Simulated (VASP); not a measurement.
Given:

```
CELL_PARAMETERS angstrom
      1.56601    -2.71241     0.00000
      1.56601     2.71241     0.00000
      0.00000     0.00000     3.48212
ATOMIC_POSITIONS crystal
  Hf 0.00000 0.00000 0.94256
  B  0.33333 0.66667 0.50000
  B  0.66667 0.33333 0.50000
```

Computed with r2SCAN meta-GGA, VASP's PBE PAW potentials (set 64) (plane waves; VASP 6.6.1). Settings: 600 eV cut-off, 10×10×8 Γ-centred mesh, first-order Methfessel-Paxton smearing of 0.10 eV, potentials Hf_pv B.

Task: Which forces act on the atoms, in eV/Å?

Result: 
```csv
atom,Fx,Fy,Fz
Hf1,0.000,0.000,3.234
B2,0.000,0.000,-1.617
B3,0.000,0.000,-1.617
```

Task: Give the stress tensor in GPa (positive for a compressed cell).

Result: 
```
4.53  0.00  0.00
0.00  4.53  0.00
0.00  0.00  6.10
```
The pressure is its mean diagonal, 5.05 GPa.

The compound is HfB2 in the AlB2 type structure. This cell was strained or had an atom moved on purpose.
